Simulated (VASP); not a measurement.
# NaH12ClO6 in VASP: further runs

Runs on NaH12ClO6. Level: r2SCAN+D3(BJ). Tasks: single point, molecular dynamics.

Program: VASP 6.6.1. These are calculated values, not measurements. Logs are shortened: lines on timing, memory, paths and dates and some standing lists are left out, and cuts for length are marked.

## (1) Starting point

The cell holds a amorphous, 20 atoms: a = 6.269 Å, b = 6.269 Å, c = 6.269 Å, α = 90.00°, β = 90.00°, γ = 90.00°.

The cell was built by a generator and needn't be a form met in nature.

## (2) Single point, r2SCAN+D3(BJ)

POSCAR reads:

```
NaH12ClO6
1.0
    6.2692210000      0.0000000000      0.0000000000
    0.0000000000      6.2692210000      0.0000000000
    0.0000000000      0.0000000000      6.2692210000
O H Na Cl
6 12 1 1
Direct
    0.4384755299      1.1547527197      0.5693530345
    0.4680007293      0.2507807589      0.1080836040
    0.0811265068      0.5061234881      0.5691456722
    1.1299490000      0.9680309563      0.9805683992
    0.8529767893      0.1379278223      0.2915673255
    0.6917446362      0.7360404108      0.3307906995
    0.3921220834      1.0854139613      0.4272301136
    0.4634228080      1.0294580459      0.6569715759
    0.4604240304      0.3758680704      0.0168122961
    0.3917552117      0.1481683290      0.0223791760
    0.0872676207      0.5456658810      0.4236730528
    0.2118923547      0.4349503710      0.5811248319
    1.0420911944      0.9333536017      0.8395301426
    1.2352571396      0.8572356916      0.9471830711
    0.7243164661      0.1916187035      0.2216224312
    0.9601033366      0.1417720001      0.1941549038
    0.7749607168      0.8581129936      0.3596778611
    0.6728108644      0.7417987019      0.1597965680
    0.7184943712      0.4319196915      0.5312143247
    0.5153590853      0.6815519823      0.8530724950
```

INCAR.step1 reads:

```
PREC = Accurate
ENCUT = 520
ISMEAR = -1
SIGMA = 0.05
LREAL = Auto
LASPH = T
NELM = 100
NBANDS = 47
GGA = PE
ALGO = Normal
EDIFF = 1E-4
LWAVE = T
LCHARG = F
```

INCAR.step2 reads:

```
PREC = Accurate
ENCUT = 520
EDIFF = 1E-7
ISMEAR = -1
SIGMA = 0.05
LREAL = Auto
LASPH = T
NELM = 100
ALGO = Normal
ISIF = 2
LWAVE = F
LCHARG = T
METAGGA = R2SCAN
LMIXTAU = T
IVDW = 12
VDW_S6 = 1.0
VDW_S8 = 0.78981345
VDW_A1 = 0.49484001
VDW_A2 = 5.73083694
LELF = T
LVHAR = T
NBANDS = 47
ISTART = 1
```

KPOINTS reads:

```
regular mesh
0
Gamma
  1 1 1
```

Potentials or basis: VASP PAW PBE potentials, release 64 (O, H, Na_pv, Cl).

On the command line:

```bash
cat potpaw_PBE.64/O/POTCAR potpaw_PBE.64/H/POTCAR potpaw_PBE.64/Na_pv/POTCAR potpaw_PBE.64/Cl/POTCAR > POTCAR
cp INCAR.step1 INCAR
mpirun -np 1 vasp_gam > vasp.out
cp INCAR.step2 INCAR
mpirun -np 1 vasp_gam > vasp.out
```

OUTCAR:

```text
PREC = Accurate
   ENCUT = 520
   EDIFF = 1E-7
   ISMEAR = -1
   LREAL = Auto
   LASPH = T
   NELM = 100
   ISIF = 2
   METAGGA = R2SCAN
   IVDW = 12
   ISTART = 1
 IVDW          = 12

 ion  position               nearest neighbor table
   1  0.438  0.155  0.569-   8 0.97   7 1.03
   2  0.468  0.251  0.108-  10 0.96   9 0.97
   3  0.081  0.506  0.569-  12 0.94  11 0.95  19 2.33
   4  0.130  0.968  0.981-  14 0.98  13 1.06
   5  0.853  0.138  0.292-  16 0.91  15 0.98
   6  0.692  0.736  0.331-  17 0.94  18 1.08  19 2.29
   7  0.392  0.085  0.427-   1 1.03
   8  0.463  0.029  0.657-   1 0.97
   9  0.460  0.376  0.017-   2 0.97
  10  0.392  0.148  0.022-   2 0.96
  11  0.087  0.546  0.424-   3 0.95
  12  0.212  0.435  0.581-   3 0.94
  13  0.042  0.933  0.840-   4 1.06
  14  0.235  0.857  0.947-   4 0.98
  15  0.724  0.192  0.222-   5 0.98
  16  0.960  0.142  0.194-   5 0.91
  17  0.775  0.858  0.360-   6 0.94
  18  0.673  0.742  0.160-   6 1.08
  19  0.718  0.432  0.531-   6 2.29   3 2.33
  20  0.515  0.682  0.853-

  LATTYP: Found a simple cubic cell.
 ALAT       =     6.2692210000

  Lattice vectors:

 A1 = (   6.2692210000,   0.0000000000,   0.0000000000)
 A2 = (   0.0000000000,   6.2692210000,   0.0000000000)
 A3 = (   0.0000000000,   0.0000000000,   6.2692210000)

Analysis of symmetry for initial positions (statically):
=====================================================================
 Subroutine PRICEL returns:
 Original cell was already a primitive cell.

 Routine SETGRP: Setting up the symmetry group for a
 simple cubic supercell.

 Subroutine GETGRP returns: Found  1 space group operations
 (whereof  1 operations were pure point group operations)
 out of a pool of 48 trial point group operations.

The static configuration has the point symmetry C_1 .

Analysis of symmetry for dynamics (positions and initial velocities):
=====================================================================
 Subroutine PRICEL returns:
 Original cell was already a primitive cell.

 Routine SETGRP: Setting up the symmetry group for a
 simple cubic supercell.

 Subroutine GETGRP returns: Found  1 space group operations
 (whereof  1 operations were pure point group operations)
 out of a pool of 48 trial point group operations.

The dynamic configuration has the point symmetry C_1 .

 Subroutine INISYM returns: Found  1 space group operations
 (whereof  1 operations are pure point group operations),
 and found     1 'primitive' translations

----------------------------------------------------------------------------------------

                                     Primitive cell

  volume of cell :     246.4000

  direct lattice vectors                    reciprocal lattice vectors
     6.269221000  0.000000000  0.000000000     0.159509451  0.000000000  0.000000000
     0.000000000  6.269221000  0.000000000     0.000000000  0.159509451  0.000000000
     0.000000000  0.000000000  6.269221000     0.000000000  0.000000000  0.159509451

  length of vectors
     6.269221000  6.269221000  6.269221000     0.159509451  0.159509451  0.159509451

  position of ions in fractional coordinates (direct lattice)
     0.438475530  0.154752720  0.569353034
     0.468000729  0.250780759  0.108083604
     0.081126507  0.506123488  0.569145672
     0.129949000  0.968030956  0.980568399
     0.852976789  0.137927822  0.291567325
     0.691744636  0.736040411  0.330790699
[... 12 lines left out ...]
     0.718494371  0.431919691  0.531214325
     0.515359085  0.681551982  0.853072495

  ion indices of the primitive-cell ions
   primitive index   ion index
                 1           1
                 2           2
                 3           3
                 4           4
                 5           5
                 6           6
[... 12 lines left out ...]
                19          19
                20          20

----------------------------------------------------------------------------------------

 KPOINTS: regular mesh

Automatic generation of k-mesh.
 Grid dimensions read from file:
 generate k-points for:    1    1    1

 Generating k-lattice:

  Cartesian coordinates                     Fractional coordinates (reciprocal lattice)
     0.159509451  0.000000000  0.000000000     1.000000000  0.000000000  0.000000000
     0.000000000  0.159509451  0.000000000     0.000000000  1.000000000  0.000000000
     0.000000000  0.000000000  0.159509451     0.000000000  0.000000000  1.000000000

  Length of vectors
     0.159509451  0.159509451  0.159509451

  Shift w.r.t. Gamma in fractional coordinates (k-lattice)
     0.000000000  0.000000000  0.000000000

 Subroutine IBZKPT returns following result:
 ===========================================

 Found      1 irreducible k-points:

 Following reciprocal coordinates:
            Coordinates               Weight
  0.000000  0.000000  0.000000      1.000000
   k-points           NKPTS =      1   k-points in BZ     NKDIM =      1   number of bands    NBANDS=     47
   number of dos      NEDOS =    301   number of ions     NIONS =     20
   total plane-waves  NPLWV = 110592
   dimension x,y,z NGX =    48 NGY =   48 NGZ =   48
   dimension x,y,z NGXF=    96 NGYF=   96 NGZF=   96
   ions per type =               6  12   1   1
   NGX,Y,Z   is equivalent  to a cutoff of  12.73, 12.73, 12.73 a.u.
   NGXF,Y,Z  is equivalent  to a cutoff of  25.46, 25.46, 25.46 a.u.
 SYSTEM =  unknown system
   PREC   = accura    normal or accurate (medium, high low for compatibility)
   ISTART =      1    job   : 0-new  1-cont  2-samecut
   ICHARG =      0    charge: 1-file 2-atom 10-const
   ISPIN  =      1    spin polarized calculation?
   LNONCOLLINEAR =      F non collinear calculations
   LSORBIT =      F    spin-orbit coupling
   LASPH  =      T    aspherical Exc in radial PAW
   ENCUT  =  520.0 eV  38.22 Ry    6.18 a.u.  11.66 11.66 11.66*2*pi/ulx,y,z
   NELM   =    100;   NELMIN=  2; NELMDL=  0     # of ELM steps
   EDIFF  = 0.1E-06   stopping-criterion for ELM
   LREAL  =      T    real-space projection
   EDIFFG = 0.1E-05   stopping-criterion for IOM
   NSW    =      0    number of steps for IOM
   IBRION =     -1    ionic relax: 0-MD 1-quasi-New 2-CG
   NFREE  =      0    steps in history (QN), initial steepest desc. (CG)
   ISIF   =      2    stress and relaxation
   ISYM   =      2    0-nonsym 1-usesym 2-fastsym
   POTIM  = 0.5000    time-step for ionic-motion
   TEBEG  =    0.0;   TEEND  =   0.0 temperature during run
   PSTRESS=    0.0 pullay stress
   NELECT =      62.0000    total number of electrons
   NUPDOWN=      -1.0000    fix difference up-down
   EMIN   =  10.00;   EMAX   =-10.00  energy-range for DOS
   EFERMI =   0.00;   METHOD = LEGACY
   ISMEAR =    -1;   SIGMA  =   0.05  broadening in eV -4-tet -1-fermi 0-gaus
   EFERMI_NEDOS =   21; number of points for ismear=-14 and -15
   IALGO  =     38    algorithm
   IMIX   =      4    mixing-type and parameters
     AMIX     =   0.40;   BMIX     =  1.00
     AMIX_MAG =   1.60;   BMIX_MAG =  1.00
  volume/ion in A,a.u.               =      12.32        83.14
  Fermi-wavevector in a.u.,A,eV,Ry     =   1.033535  1.953098 14.533667  1.068194
  Thomas-Fermi vector in A             =   2.167786
   LORBIT       =      0    0 simple, 1 ext, 2 COOP (PROOUT), +10 PAW based schemes
   METAGGA = R2SCAN    functional components
   LHFCALC =     F    Hartree Fock is set to
   AEXX    =    0.0000 exact exchange contribution
   IVDW    =    12    specifies the selected vdW correction
   LEPSILON=     F    determine dielectric tensor
   LRPA    =     F    only Hartree local field effects (RPA)
 non-spin polarized calculation
  energy-cutoff  :      520.00
  volume of cell :      246.40
 maximum number of plane-waves:      3310
 NGX is ok and might be reduce to    48
   NGX = 23   NGY = 23   NGZ = 23

 number of electron      62.0000010 magnetization

 Free energy of the ion-electron system (eV)
  ---------------------------------------------------
  ext. energy  EPLUGINS =         0.00000000
  ---------------------------------------------------
  free energy    TOTEN  =      -107.13341924 eV

  energy without entropy =     -107.13341924  energy(sigma->0) =     -107.13341924

 E-fermi :  -2.2852     XC(G=0):  -6.9732

 val. band max:       -3.5731804471   @ k =   0.0000   0.0000   0.0000
 cond. band min:       1.2563041582   @ k =   0.0000   0.0000   0.0000
 fundamental gap:      4.8294846053
 Fermi energy:        -2.2851819588

 k-point     1 :       0.0000    0.0000    0.0000
  band No.  band energies     occupation
      1     -25.0141      2.00000
      2     -25.0013      2.00000
      3     -24.9625      2.00000
      4     -23.9780      2.00000
      5     -23.8331      2.00000
      6     -23.4845      2.00000
[... 35 lines left out ...]
     42       7.1599      0.00000
     43       7.5874      0.00000
 [bands above 43 left out]

------------------------ aborting loop because EDIFF is reached ----------------------------------------

 Edisp (eV)   -0.42503

 E8    (eV) :    -0.0809

  FORCE on cell =-STRESS in cart. coord.  units (eV):
  Direction    XX          YY          ZZ          XY          YZ          ZX
  --------------------------------------------------------------------------------------
  -------------------------------------------------------------------------------------
  Total       1.99187    -0.55869    -5.45494    -0.18381    -2.39009    -3.46482
  in kB      12.95182    -3.63282   -35.46988    -1.19521   -15.54118   -22.52946
  external pressure =       -8.72 kB  Pullay stress =        0.00 kB

 VOLUME and BASIS-vectors are now :
 -----------------------------------------------------------------------------
  energy-cutoff  :      520.00
  volume of cell :      246.40
      direct lattice vectors                 reciprocal lattice vectors
     6.269221000  0.000000000  0.000000000     0.159509451  0.000000000  0.000000000
     0.000000000  6.269221000  0.000000000     0.000000000  0.159509451  0.000000000
     0.000000000  0.000000000  6.269221000     0.000000000  0.000000000  0.159509451

 POSITION                                       TOTAL-FORCE (eV/Angst)
 -----------------------------------------------------------------------------------
      2.74890      0.97018      3.56940        -0.762240     -1.195062     -2.289749
      2.93400      1.57220      0.67760         0.117628      0.170270     -0.091287
      0.50860      3.17300      3.56810        -1.283736      0.573911      0.382629
      0.81468      6.06880      6.14740        -1.677696     -1.151253     -3.535989
      5.34750      0.86470      1.82790        -2.670930      0.522274      2.819544
      4.33670      4.61440      2.07380        -0.989433     -1.410141     -3.616394
[... 12 lines left out ...]
      4.50440      2.70780      3.33030        -0.091202     -0.063423      0.159154
      3.23090      4.27280      5.34810        -0.001753     -0.003492     -0.014172
 -----------------------------------------------------------------------------------
    total drift:                                0.029444     -0.010104      0.003574

  FREE ENERGIE OF THE ION-ELECTRON SYSTEM (eV)
  ---------------------------------------------------
  free  energy   TOTEN  =      -107.5584500071 eV

  energy  without entropy=     -107.5584500071  energy(sigma->0) =     -107.55845001
```

It took 66 s on 1 thread of Intel Xeon 6975P-C (Granite Rapids), shared host; peak memory 0.34 GiB.

What came out:

```yaml
Free_energy: -107.5585 eV
Pressure: -0.9 GPa
Largest_force: 4.080 eV/Å
Band_gap_on_the_k_mesh: 4.83 eV, direct
Dispersion_energy_per_atom: -0.021 eV
```

Forces in eV/Å, atoms in the order of the input:
```
O   -0.762 -1.195 -2.290
O    0.118  0.170 -0.091
O   -1.284  0.574  0.383
O   -1.678 -1.151 -3.536
O   -2.671  0.522  2.820
O   -0.989 -1.410 -3.616
H    0.849  1.316  2.191
H    0.054 -0.092  0.146
H    0.236  0.614  0.139
H   -0.367 -0.489  0.127
H   -0.286  0.636 -1.201
H    1.545 -1.133  0.821
H    1.196  1.169  2.849
H    0.633 -0.168  0.619
H   -0.157 -0.328 -0.376
H    2.744 -0.154 -2.522
H    0.710  1.396  0.119
H    0.202 -0.209  3.273
Na  -0.091 -0.063  0.159
Cl  -0.002 -0.003 -0.014
```

Stress tensor (GPa, compression positive):
```
 1.30 -0.12 -2.25
-0.12 -0.36 -1.55
-2.25 -1.55 -3.55
```

Caveat: the PAW data sets were made with another functional, which shifts forces and pressure a little. r2SCAN opens gaps a little over a GGA but as a rule still falls short of measured ones.

## (3) Single point, r2SCAN+D3(BJ)

POSCAR reads:

```
NaH12ClO6
1.0
    6.2692210000      0.0000000000      0.0000000000
    0.0000000000      6.2692210000      0.0000000000
    0.0000000000      0.0000000000      6.2692210000
O H Na Cl
6 12 1 1
Direct
    0.4397835074      1.1527269496      0.5655248076
    0.4625614570      0.2425341203      0.1059780793
    0.0904578097      0.5041774728      0.5662904530
    1.1295342755      0.9738530513      0.9806800558
    0.8529767893      0.1446431702      0.2941992315
    0.6963385084      0.7424048379      0.3416692441
    0.3753576401      1.0864507728      0.4404853490
    0.4793099494      1.0395709451      0.6570194287
    0.4503111312      0.3714337076      0.0201779456
    0.4156178256      0.1129964951      0.0327472903
    0.0646810824      0.5617284827      0.4314890159
    0.2366163196      0.4625136042      0.5769297334
    1.0208126337      0.9698174622      0.8725007461
    1.2425148196      0.8703314176      0.9669941449
    0.7155115444      0.1848714537      0.2305230586
    0.9592738875      0.1840898574      0.1772788039
    0.7814208496      0.8631694432      0.3732521154
    0.6898783756      0.7477484045      0.1923045941
    0.7265495984      0.4283307288      0.5273222941
    0.5180707460      0.6900219341      0.8551142159
```

INCAR.step1 reads:

```
SYSTEM = NaH12ClO6
PREC = Accurate ; ENCUT = 520
ISMEAR = -1 ; SIGMA = 0.05
LREAL = Auto ; LASPH = .True.
NELM = 100 ; NBANDS = 47
GGA = PE ; ALGO = Normal
EDIFF = 1E-4 ; LWAVE = .True.
LCHARG = .False.
```

INCAR.step2 reads:

```
SYSTEM = NaH12ClO6
PREC = Accurate ; ENCUT = 520
EDIFF = 1E-7 ; ISMEAR = -1
SIGMA = 0.05 ; LREAL = Auto
LASPH = .True. ; NELM = 100
ALGO = Normal ; ISIF = 2
LWAVE = .False. ; LCHARG = .False.
METAGGA = R2SCAN ; LMIXTAU = .True.
IVDW = 12 ; VDW_S6 = 1.0
VDW_S8 = 0.78981345 ; VDW_A1 = 0.49484001
VDW_A2 = 5.73083694 ; NBANDS = 47
ISTART = 1
```

KPOINTS reads:

```
regular mesh
0
Gamma
  1 1 1
  0 0 0
```

Potentials or basis: VASP PAW PBE potentials, release 64 (O, H, Na_pv, Cl).

On the command line:

```bash
cat potpaw_PBE.64/O/POTCAR potpaw_PBE.64/H/POTCAR potpaw_PBE.64/Na_pv/POTCAR potpaw_PBE.64/Cl/POTCAR > POTCAR
cp INCAR.step1 INCAR
mpirun -np 1 vasp_gam > vasp.out
cp INCAR.step2 INCAR
mpirun -np 1 vasp_gam > vasp.out
```

OUTCAR:

```text
SYSTEM = NaH12ClO6
   PREC = Accurate
   ENCUT = 520
   EDIFF = 1E-7
   ISMEAR = -1
   LREAL = Auto
   LASPH = .True.
   NELM = 100
   ISIF = 2
   METAGGA = R2SCAN
   IVDW = 12
   ISTART = 1
 IVDW          = 12

 ion  position               nearest neighbor table
   1  0.440  0.153  0.566-   8 0.95   7 0.97
   2  0.463  0.243  0.106-   9 0.97  10 0.98
   3  0.090  0.504  0.566-  11 0.93  12 0.96  19 2.34
   4  0.130  0.974  0.981-  13 0.96  14 0.96
   5  0.853  0.145  0.294-  15 0.98  16 1.02
   6  0.696  0.742  0.342-  18 0.94  17 0.95  19 2.30
   7  0.375  0.086  0.440-   1 0.97
[... 274 lines left out ...]
  Total      -1.24434    -1.03818     2.88731     0.51933     0.07682     0.97609
  in kB      -8.09113    -6.75060    18.77431     3.37685     0.49953     6.34688
  external pressure =        1.31 kB  Pullay stress =        0.00 kB

 VOLUME and BASIS-vectors are now :
 -----------------------------------------------------------------------------
  energy-cutoff  :      520.00
  volume of cell :      246.40
      direct lattice vectors                 reciprocal lattice vectors
     6.269221000  0.000000000  0.000000000     0.159509451  0.000000000  0.000000000
     0.000000000  6.269221000  0.000000000     0.000000000  0.159509451  0.000000000
     0.000000000  0.000000000  6.269221000     0.000000000  0.000000000  0.159509451

 POSITION                                       TOTAL-FORCE (eV/Angst)
 -----------------------------------------------------------------------------------
      2.75710      0.95748      3.54540        -0.308453      0.989550     -1.048251
      2.89990      1.52050      0.66440         0.540217     -0.333867      0.583205
      0.56710      3.16080      3.55020        -0.736863     -0.449289      1.662419
      0.81208      6.10530      6.14810        -0.473281      1.051196      0.908867
      5.34750      0.90680      1.84440         1.190046      1.239644     -1.432503
      4.36550      4.65430      2.14200        -0.221534     -1.229608      1.263771
[... 12 lines left out ...]
      4.55490      2.68530      3.30590        -0.199458     -0.071769      0.306239
      3.24790      4.32590      5.36090         0.050964     -0.042102      0.039133
 -----------------------------------------------------------------------------------
    total drift:                                0.003134     -0.003950     -0.020717

  FREE ENERGIE OF THE ION-ELECTRON SYSTEM (eV)
  ---------------------------------------------------
  free  energy   TOTEN  =      -107.6719802215 eV

  energy  without entropy=     -107.6719802214  energy(sigma->0) =     -107.67198022
```

Run time: 70 s. Hardware: 1 thread of Intel Xeon 6975P-C (Granite Rapids), shared host; peak memory 0.34 GiB.

Results:

| Quantity | Value |
| --- | --- |
| Free energy | -107.6720 eV |
| Pressure | 0.1 GPa |
| Largest force | 2.237 eV/Å |
| Band gap on the k mesh | 4.72 eV, direct |
| Dispersion energy per atom | -0.021 eV |

Forces in eV/Å, atoms in the order of the input:
```
O   -0.308  0.990 -1.048
O    0.540 -0.334  0.583
O   -0.737 -0.449  1.662
O   -0.473  1.051  0.909
O    1.190  1.240 -1.433
O   -0.222 -1.230  1.264
H    0.311  0.277  0.442
H    0.165 -1.211  0.708
H   -0.111 -0.262 -0.347
H   -0.187  1.098 -0.112
H    0.199  0.808 -1.724
H    0.449 -0.188  0.017
H    0.510 -0.661 -0.268
H   -0.125 -0.845 -0.907
H   -0.224 -0.218 -0.243
H   -1.105 -0.976  1.670
H    0.639  1.205  0.365
H   -0.362 -0.180 -1.884
Na  -0.199 -0.072  0.306
Cl   0.051 -0.042  0.039
```

Caveat: the PAW data sets were made with another functional, which shifts forces and pressure a little. r2SCAN opens gaps a little over a GGA but as a rule still falls short of measured ones.

(Part 1 of 2 ends here.)
